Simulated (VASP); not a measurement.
The input files of a VASP run:

**KPOINTS**
```
Automatic mesh
0
Gamma
4 4 5
0 0 0
```

POSCAR:
```
Y5Si3
1.0
  8.3725725597   0.0000000000   0.0000000000
 -4.1862862798   7.2508605805   0.0000000000
  0.0000000000   0.0000000000   6.2937341352
Y Si
10 6
Direct
  0.0000000000   0.7564722481   0.7500000000
  1.0000000000   0.2435277519   0.2500000000
  0.2435277519   0.0000000000   0.2500000000
  0.7564722481   0.0000000000   0.7500000000
  0.2435277519   0.2435277519   0.7500000000
  0.7564722481   0.7564722481   0.2500000000
  0.3333330000   0.6666670000   0.5000000000
  0.6666670000   0.3333330000   0.5000000000
  0.6666670000   0.3333330000   0.0000000000
  0.3333330000   0.6666670000   0.0000000000
  0.3942646859   0.0000000000   0.7500000000
  0.6057353141   0.0000000000   0.2500000000
  0.3942646859   0.3942646859   0.2500000000
  0.6057353141   0.6057353141   0.7500000000
  1.0000000000   0.3942646859   0.7500000000
  0.0000000000   0.6057353141   0.2500000000
```

INCAR:
```
SIGMA = 0.1   ! width (eV)
SYSTEM = Y5Si3
PREC = Accurate
NELM = 100   ! most electronic steps
LREAL = Auto
LWAVE = .False.
GGA = PS
ENCUT = 400   ! plane-wave cut-off (eV)
EDIFFG = -0.02
NSW = 60
IBRION = 2   ! conjugate gradients
EDIFF = 1E-6
ISMEAR = 1
ALGO = Normal   ! blocked Davidson
ISIF = 3   ! ions, shape and volume
LASPH = .True.   ! aspherical one-centre terms
LMAXMIX = 4
LCHARG = .False.
```

POTCAR, in this order: Y_sv Si (PBE.64 set). Program: vasp_std.

### Question
Translate this PBEsol calculation to Quantum ESPRESSO's pw.x.

### Answer
One equivalent input (not run):
```
&CONTROL
  calculation = 'vc-relax'
  pseudo_dir = './pseudo'
  outdir = './out'
  tprnfor = .true.
  tstress = .true.
  nstep = 60
  forc_conv_thr = 0.00078
/
&SYSTEM
  ibrav = 0
  nat = 16
  ntyp = 2
  ecutwfc = 72
  occupations = 'smearing'
  smearing = 'methfessel-paxton'
  degauss = 0.00735
  input_dft = 'pbesol'
/
&ELECTRONS
  conv_thr = 7.3e-08
  electron_maxstep = 100
/
&IONS
/
&CELL
/
ATOMIC_SPECIES
  Y 88.906 Y.upf
  Si 28.085 Si.upf
CELL_PARAMETERS angstrom
     8.3725726    0.0000000   -0.0000000
    -4.1862863    7.2508606   -0.0000000
     0.0000000   -0.0000000    6.2937341
ATOMIC_POSITIONS crystal
  Y    0.0000000  0.7564722  0.7500000
  Y    1.0000000  0.2435278  0.2500000
  Y    0.2435278  0.0000000  0.2500000
  Y    0.7564722  0.0000000  0.7500000
  Y    0.2435278  0.2435278  0.7500000
  Y    0.7564722  0.7564722  0.2500000
  Y    0.3333330  0.6666670  0.5000000
  Y    0.6666670  0.3333330  0.5000000
  Y    0.6666670  0.3333330  0.0000000
  Y    0.3333330  0.6666670  0.0000000
  Si   0.3942647  0.0000000  0.7500000
  Si   0.6057353  0.0000000  0.2500000
  Si   0.3942647  0.3942647  0.2500000
  Si   0.6057353  0.6057353  0.7500000
  Si   1.0000000  0.3942647  0.7500000
  Si   0.0000000  0.6057353  0.2500000
K_POINTS automatic
  4 4 5 0 0 0
```
Limits of the translation: the potentials are each code's own (VASP's PAW set, PseudoDojo norm-conserving files in pw.x), so ENCUT and ecutwfc are chosen apart and not converted; conv_thr bounds pw.x's estimated SCF error, while EDIFF bounds the energy change between steps; forc_conv_thr acts on force components and is met together with etot_conv_thr.

The structure comes from a computed database's Y5Si3 entry (P6_3/mcm); how it stands against other phases isn't given here. This run relaxes it. Symmetry was kept, so distortions that lower it aren't found. The start is the result of an earlier pass.
